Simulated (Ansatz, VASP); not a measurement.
# Cross-check of KInP2O7 (KInP2O7 (P2_1/c)) between VASP and Ansatz

Aim: how closely do two programs agree when they are given the same cell, functional and k mesh? The structure shown is the start of the Ansatz relaxation below; VASP solves that cell, so the two are compared at the walk's first step.

Main program and level: Ansatz 0.2.0; plane waves, with VASP 6.6.1 beside it; single point at PBEsol.

## Step 1: Set-up

The cell holds 44 atoms: 4 K, 4 In, 8 P and 28 O. Its edges and angles: a = 7.556 Å, b = 10.610 Å, c = 8.583 Å, α = 90.0°, β = 107.0°, γ = 90.0°.

## Step 2: Ansatz: relaxation, PBEsol

Ansatz runs on its default PAW (the set named soft_2) files.

The two programs are compared at the cell with which this relaxation starts, whose forces are those of its first step.

input.yaml reads:

```yaml
crystal:
  lattice:
    - [7.55636, 0.0, 0.0]
    - [0.0, 10.610272, 0.0]
    - [-2.510688, 0.0, 8.207826]
  atoms:
    - { symbol: K, position: [0.17311, 0.320835, 0.563555] }
    - { symbol: K, position: [0.82689, 0.679165, 0.436445] }
    - { symbol: K, position: [0.82689, 0.820835, 0.936445] }
    - { symbol: K, position: [0.17311, 0.179165, 0.063555] }
    - { symbol: In, position: [0.763507, 0.399597, 0.742997] }
    - { symbol: In, position: [0.236493, 0.899597, 0.757003] }
    - { symbol: In, position: [0.236493, 0.600403, 0.257003] }
    - { symbol: In, position: [0.763507, 0.100403, 0.242997] }
    - { symbol: P, position: [0.558161, 0.138097, 0.805944] }
    - { symbol: P, position: [0.441839, 0.638097, 0.694056] }
    - { symbol: P, position: [0.441839, 0.861903, 0.194056] }
    - { symbol: P, position: [0.558161, 0.361903, 0.305944] }
    - { symbol: P, position: [0.871741, 0.400007, 0.177972] }
    - { symbol: P, position: [0.871741, 0.099993, 0.677972] }
    - { symbol: P, position: [0.128259, 0.599993, 0.822028] }
    - { symbol: P, position: [0.128259, 0.900007, 0.322028] }
    - { symbol: O, position: [0.868767, 0.09648, 0.50184] }
    - { symbol: O, position: [0.131233, 0.59648, 0.99816] }
    - { symbol: O, position: [0.131233, 0.90352, 0.49816] }
    - { symbol: O, position: [0.868767, 0.40352, 0.00184] }
    - { symbol: O, position: [0.363425, 0.081249, 0.759557] }
    - { symbol: O, position: [0.636575, 0.581249, 0.740443] }
    - { symbol: O, position: [0.636575, 0.918751, 0.240443] }
    - { symbol: O, position: [0.363425, 0.418751, 0.259557] }
    - { symbol: O, position: [0.676917, 0.106437, 0.977707] }
    - { symbol: O, position: [0.323083, 0.606437, 0.522293] }
    - { symbol: O, position: [0.323083, 0.893563, 0.022293] }
    - { symbol: O, position: [0.676917, 0.393563, 0.477707] }
    - { symbol: O, position: [0.661832, 0.071887, 0.684367] }
    - { symbol: O, position: [0.338168, 0.571887, 0.815633] }
    - { symbol: O, position: [0.338168, 0.928113, 0.315633] }
    - { symbol: O, position: [0.661832, 0.428113, 0.184367] }
    - { symbol: O, position: [0.538364, 0.2207, 0.262131] }
    - { symbol: O, position: [0.461636, 0.7207, 0.237869] }
    - { symbol: O, position: [0.461636, 0.7793, 0.737869] }
    - { symbol: O, position: [0.538364, 0.2793, 0.762131] }
    - { symbol: O, position: [0.991962, 0.503658, 0.282845] }
    - { symbol: O, position: [0.008038, 0.003658, 0.217155] }
    - { symbol: O, position: [0.008038, 0.496342, 0.717155] }
    - { symbol: O, position: [0.991962, 0.996342, 0.782845] }
    - { symbol: O, position: [0.93162, 0.27013, 0.25661] }
    - { symbol: O, position: [0.06838, 0.77013, 0.24339] }
    - { symbol: O, position: [0.06838, 0.72987, 0.74339] }
    - { symbol: O, position: [0.93162, 0.22987, 0.75661] }
basis:
  ecutwfc: 420
  xc_grid: 2
hamiltonian:
  xc: pbesol
kpoints:
  mp_grid: { grid: [4, 3, 4] }
scf:
  occupations: { method: fermi_dirac, width: 0.01 }
  max_iter: 150
output:
  forces: true
  stress: true
relax:
  f_tol: 0.01
  max_steps: 60
  cell: {}
checkpoint:
  write: "../pbesol.run"
  compress: false
  write_wavefunctions: false
  write_every: 100000
```

Started as:

```bash
$ ansatz run input.yaml --threads 4 --pin off --max-ram 6594MiB --backend cpu --events-out ev --progress --plain --runs-dir out
```

Numbers of over 12 decimals in the logs are rounded to 6 here.

The program printed:

```text
Engine: ansatz 0.2.0, x86_64-unknown-linux-gnu
Pseudopotentials: kind: paw
Pseudopotential: K, paw, valence charge 9, recommended cutoff 420 eV (normal), K.paw.azcp
Pseudopotential: In, paw, valence charge 13, recommended cutoff 420 eV (normal), In.paw.azcp
Pseudopotential: P, paw, valence charge 5, recommended cutoff 420 eV (normal), P.paw.azcp
Pseudopotential: O, paw, valence charge 6, recommended cutoff 420 eV (normal), O.paw.azcp
Functional definition: PBEsol
  exchange = pbesol_x
  correlation = pbesol_c
Crystal: 44 atoms, lattice volume = 658.063 Å³
Basis set: ecut = 420 eV, 12843 PW (Γ), exchange–correlation on 108×144×120 points (8 copies of the dense FFT grid, shifted against one another)
Bands: 192, of which v1, the nominal top of the filled ones, is band 148 counted from 1 (147 counted from 0)
Symmetry: 4 space group operations
Space group: P21/c (ITA 14), of the structure as read, at distance tolerance 8.7e-5 Å
k-points: 20 of 48
Non-local potential: K, projectors of the file, l = 0: 3, l = 1: 2, l = 2: 2
Non-local potential: In, projectors of the file, l = 0: 2, l = 1: 2, l = 2: 2, l = 3: 2
Non-local potential: P, projectors of the file, l = 0: 2, l = 1: 2, l = 2: 2
Non-local potential: O, projectors of the file, l = 0: 2, l = 1: 2, l = 2: 1
PAW form: soft (Blöchl's): semilocal exchange-correlation on the pseudo side does not see the compensation charge
PAW frozen core: K, regenerated for the run's functional, and the local potential with it (the file was generated under x = pbe(κ = 0.804, μ = 0.219515), c = pbe(β = 0.066725))
PAW frozen core: In, regenerated for the run's functional, and the local potential with it (the file was generated under x = pbe(κ = 0.804, μ = 0.219515), c = pbe(β = 0.066725))
PAW frozen core: P, regenerated for the run's functional, and the local potential with it (the file was generated under x = pbe(κ = 0.804, μ = 0.219515), c = pbe(β = 0.066725))
PAW frozen core: O, regenerated for the run's functional, and the local potential with it (the file was generated under x = pbe(κ = 0.804, μ = 0.219515), c = pbe(β = 0.066725))
PAW one-centre angular grid: K, 110 points (default); XC on 64 Gauss nodes
PAW one-centre angular grid: In, 590 points (default); XC on 64 Gauss nodes
PAW one-centre angular grid: P, 110 points (default); XC on 64 Gauss nodes
PAW one-centre angular grid: O, 110 points (default); XC on 64 Gauss nodes
Initial density: superposition of atomic densities (neutral atoms: chi_scale 0, normalization atom), corrected by the library's trained network
Initial wavefunctions: pseudopotential atomic-orbital guess
Functional: x = pbesol(κ = 0.804, μ = 0.123457), c = pbesol(β = 0.046)
SCF iter   1: F=—  HF=-49816.439464 eV  |F-HF|=—  |Δ(HF+E_count)|=         —  Δρ=1.16e-2  dr2=6.78e-1  ethr=1.77e-3  ⟨swp⟩=7.4  Hψ=19741  notcnv=0  defer=503
preconditioner: auto → Resta (q_TF=auto, 2.388 Å⁻¹)  ε∞=3.2  [insulator: Δε(μ)=3.634 eV  Ē_g=16.478 eV  σ=0.010 eV  W_gap=1.00  n_scr=150 (ndim 8)  ℏωp=24.6 eV  f_vac=0.167  D(μ)=0.00/eV (n_scr^D=0)  ε∞_Penn≈3.2]
SCF iter   2: F=—  HF=-49816.251031 eV  |F-HF|=—  |Δ(HF+E_count)|=   1.88e-1  Δρ=2.17e-3  dr2=1.84e-2  ethr=2.29e-4  ⟨swp⟩=3.0  Hψ=6182  notcnv=0  defer=800
SCF iter   3: F=—  HF=-49816.249590 eV  |F-HF|=—  |Δ(HF+E_count)|=   1.44e-3  Δρ=8.62e-4  dr2=4.04e-3  ethr=6.22e-6  ⟨swp⟩=3.0  Hψ=5647  notcnv=0  defer=800
SCF iter   4: F=—  HF=-49816.250438 eV  |F-HF|=—  |Δ(HF+E_count)|=   8.48e-4  Δρ=4.22e-4  dr2=9.20e-4  ethr=1.36e-6  ⟨swp⟩=2.0  Hψ=4800  notcnv=0  defer=800
SCF iter   5: F=—  HF=-49816.250488 eV  |F-HF|=—  |Δ(HF+E_count)|=   4.99e-5  Δρ=9.28e-5  dr2=5.97e-5  ethr=3.11e-7  ⟨swp⟩=2.6  Hψ=5925  notcnv=0  defer=800
SCF iter   6: F=—  HF=-49816.250117 eV  |F-HF|=—  |Δ(HF+E_count)|=   3.71e-4  Δρ=2.86e-5  dr2=6.67e-6  ethr=2.02e-8  ⟨swp⟩=3.0  Hψ=4860  notcnv=0  defer=800
SCF iter   7: F=—  HF=-49816.250126 eV  |F-HF|=—  |Δ(HF+E_count)|=   8.53e-6  Δρ=2.27e-5  dr2=2.83e-6  ethr=2.25e-9  ⟨swp⟩=2.8  Hψ=5949  notcnv=0  defer=800
SCF iter   8: F=—  HF=-49816.250126 eV  |F-HF|=—  |Δ(HF+E_count)|=   8.29e-9  Δρ=5.11e-6  dr2=1.70e-7  ethr=9.58e-10  ⟨swp⟩=2.9  Hψ=5824  notcnv=0  defer=800
SCF iter   9: F=-49816.250126 eV  HF=-49816.250126 eV  |F-HF|=2.11e-8  |Δ(HF+E_count)|=   1.61e-7  Δρ=1.38e-6  dr2=1.38e-8  ethr=3.38e-11  ⟨swp⟩=5.0  Hψ=11546  notcnv=0
SCF 1 converged in 9 iterations: F = -49816.250126 eV  dr2 = 1.38e-8
  greatest PAW one-centre occupation: 0.991 electrons in one spin orbital (limit 2), on the In atom at site 6 (counted from 0), in its partial waves of l = 2
relax step   1: F+E_penalty+E_count = -49816.25012573 eV  Δ(F+E_penalty+E_count) = +0.000e0 eV  max|allowed force component| = 1.465e-1 eV/Å  Δτ_max = 0.0000 Å  P = -2.814 GPa  Ω = 658.063 Å³  (9 SCF iters, dr2 threshold 1.00e-7 eV, accepted)
[...]
SCF iter   4: F=—  HF=-49816.453109 eV  |F-HF|=—  |Δ(HF+E_count)|=   4.50e-8  Δρ=6.10e-7  dr2=1.47e-9  ethr=9.53e-12  ⟨swp⟩=2.5  Hψ=7204  notcnv=0  defer=1
SCF iter   5: F=-49816.453109 eV  HF=-49816.453109 eV  |F-HF|=2.76e-10  |Δ(HF+E_count)|=  8.73e-11  Δρ=1.98e-7  dr2=2.11e-10  ethr=1.00e-12  ⟨swp⟩=6.0  Hψ=12205  notcnv=0
SCF 13 converged in 5 iterations: F = -49816.453109 eV  dr2 = 2.11e-10
[...]
SCF converged after 5 iterations
Free energy (F): -49816.453109 eV
Harris-Foulkes:  -49816.453109 eV  (|F-HF|=2.76e-10)
Internal energy: -49816.453109 eV  (E = F + TS)
E sigma→0 (E₀):  -49816.453109 eV
Fermi energy:    5.738820 eV
--- Per-component energies (eV) ---
  E_band       = -1435.071101
  E_kinetic    = 7581.839556
  E_local      = -22316.197156  (includes V_loc(G=0)·N_el)
  E_nonlocal   = 3149.146743
  E_hartree    = 8387.633981
  E_xc         = -3926.370757
  E_vxc        = -4172.462367  (∫ρ·V_xc dr)
  E_paw        = -28126.432139  (= ΣΔE_a)
  E_vpaw       = -2452.736054  (= ΣTr[D̂ρ^β])
  E_aug_tail   = 0.069738  (compensation charges beyond the density's cutoff)
  E_ewald      = -14568.875056
  E_core_change = 2.731981  (= ΣΔE_core)
  E_smearing   = -0.000000  (= −TS)
  E_closure    = 0.000000  (closes the sum)
  Σ components = -49816.453109   (vs F -49816.453109, Δ=0.00e0)
--- Forces (eV/Å), atoms counted from 1 ---
  atom   1  K     -0.00123193    -0.00002348    -0.00091283
  atom   2  K      0.00123193     0.00002348     0.00091283
  atom   3  K      0.00123193    -0.00002348     0.00091283
  atom   4  K     -0.00123193     0.00002348    -0.00091283
  atom   5  In     0.00131259    -0.00453383    -0.00142483
  atom   6  In    -0.00131259    -0.00453383     0.00142483
  atom   7  In    -0.00131259     0.00453383     0.00142483
  atom   8  In     0.00131259     0.00453383    -0.00142483
  atom   9  P      0.00687239     0.00356428     0.00308671
  atom  10  P     -0.00687239     0.00356428    -0.00308671
  atom  11  P     -0.00687239    -0.00356428    -0.00308671
  atom  12  P      0.00687239    -0.00356428     0.00308671
  atom  13  P     -0.00002967    -0.00211946     0.00131661
  atom  14  P     -0.00002967     0.00211946     0.00131661
  atom  15  P      0.00002967     0.00211946    -0.00131661
  atom  16  P      0.00002967    -0.00211946    -0.00131661
  atom  17  O      0.00049877    -0.00244476    -0.00163495
  atom  18  O     -0.00049877    -0.00244476     0.00163495
  atom  19  O     -0.00049877     0.00244476     0.00163495
  atom  20  O      0.00049877     0.00244476    -0.00163495
  atom  21  O     -0.00589719     0.00027724    -0.00111797
  atom  22  O      0.00589719     0.00027724     0.00111797
  atom  23  O      0.00589719    -0.00027724     0.00111797
  atom  24  O     -0.00589719    -0.00027724    -0.00111797
[...]
atom  37  O      0.00278174     0.00293601     0.00052653
  atom  38  O     -0.00278174     0.00293601    -0.00052653
  atom  39  O     -0.00278174    -0.00293601    -0.00052653
  atom  40  O      0.00278174    -0.00293601     0.00052653
  atom  41  O      0.00050602    -0.00135645     0.00134114
  atom  42  O     -0.00050602    -0.00135645    -0.00134114
  atom  43  O     -0.00050602     0.00135645    -0.00134114
  atom  44  O      0.00050602     0.00135645     0.00134114
  max |Σ_I F_I| component: 1.95e-18 eV/Å
--- Stress (GPa, compression-positive) ---
       -0.005738       0.000000       0.001853
        0.000000      -0.015312       0.000000
        0.001848       0.000000      -0.003888
  P = ⅓ Tr σ = -0.0083 GPa (-0.083 kbar)
--- Relaxed structure (11 steps of the walk, 11 accepted, 2 SCFs on fresh bases) ---
  F+E_penalty+E_count = -49816.45310889 eV   max|allowed force component| = 6.872e-3 eV/Å   (the final SCF, on the basis selected at the relaxed cell)
  cell:  # Å, volume = 632.8501 Å³
    - [7.436170, -4.272647310819999e-18, -0.019242]
    - [-5.999442870359376e-18, 10.502499, -3.000349420033041e-17]
    - [-2.491655, -2.179027366753881e-17, 8.109691]
  atoms:
    - { symbol: K, position: [0.168351, 0.321781, 0.563124] }
    - { symbol: K, position: [0.831649, 0.678219, 0.436876] }
    - { symbol: K, position: [0.831649, 0.821781, 0.936876] }
    - { symbol: K, position: [0.168351, 0.178219, 0.063124] }
    - { symbol: In, position: [0.763811, 0.401108, 0.742000] }
    - { symbol: In, position: [0.236189, 0.901108, 0.758000] }
    - { symbol: In, position: [0.236189, 0.598892, 0.258000] }
    - { symbol: In, position: [0.763811, 0.098892, 0.242000] }
    - { symbol: P, position: [0.556447, 0.140421, 0.804203] }
    - { symbol: P, position: [0.443553, 0.640421, 0.695797] }
    - { symbol: P, position: [0.443553, 0.859579, 0.195797] }
    - { symbol: P, position: [0.556447, 0.359579, 0.304203] }
    - { symbol: P, position: [0.871903, 0.398465, 0.177404] }
    - { symbol: P, position: [0.871903, 0.101535, 0.677404] }
    - { symbol: P, position: [0.128097, 0.601535, 0.822596] }
    - { symbol: P, position: [0.128097, 0.898465, 0.322596] }
    - { symbol: O, position: [0.874002, 0.098208, 0.500912] }
    - { symbol: O, position: [0.125998, 0.598208, 0.999088] }
    - { symbol: O, position: [0.125998, 0.901792, 0.499088] }
    - { symbol: O, position: [0.874002, 0.401792, 0.000912482] }
    - { symbol: O, position: [0.358480, 0.083875, 0.759091] }
    - { symbol: O, position: [0.641520, 0.583875, 0.740909] }
    - { symbol: O, position: [0.641520, 0.916125, 0.240909] }
    - { symbol: O, position: [0.358480, 0.416125, 0.259091] }
    - { symbol: O, position: [0.679951, 0.106868, 0.976431] }
    - { symbol: O, position: [0.320049, 0.606868, 0.523569] }
    - { symbol: O, position: [0.320049, 0.893132, 0.023569] }
    - { symbol: O, position: [0.679951, 0.393132, 0.476431] }
    - { symbol: O, position: [0.657433, 0.074746, 0.678658] }
    - { symbol: O, position: [0.342567, 0.574746, 0.821342] }
    - { symbol: O, position: [0.342567, 0.925254, 0.321342] }
    - { symbol: O, position: [0.657433, 0.425254, 0.178658] }
    - { symbol: O, position: [0.536276, 0.217081, 0.261729] }
    - { symbol: O, position: [0.463724, 0.717081, 0.238271] }
    - { symbol: O, position: [0.463724, 0.782919, 0.738271] }
    - { symbol: O, position: [0.536276, 0.282919, 0.761729] }
    - { symbol: O, position: [0.990883, 0.503213, 0.285232] }
    - { symbol: O, position: [0.00911731, 0.00321313, 0.214768] }
    - { symbol: O, position: [0.00911731, 0.496787, 0.714768] }
    - { symbol: O, position: [0.990883, 0.996787, 0.785232] }
    - { symbol: O, position: [0.932862, 0.268040, 0.257537] }
    - { symbol: O, position: [0.067138, 0.768040, 0.242463] }
    - { symbol: O, position: [0.067138, 0.731960, 0.742463] }
    - { symbol: O, position: [0.932862, 0.231960, 0.757537] }
```

[end of part 1 of 2]

[Lines on the potential files, build, host, timing and source positions are cut from VASP's logs without a mark.]

[Logs are printed without paths, hosts, clocks, repeated set-up lines and the standing remarks that a program may print on its own settings, such as how far it seeks lower states.]

[Hosts, paths, dates, database ids (printed as entryN), source tags and the programs' standing remarks are cut or masked in the printed files.]
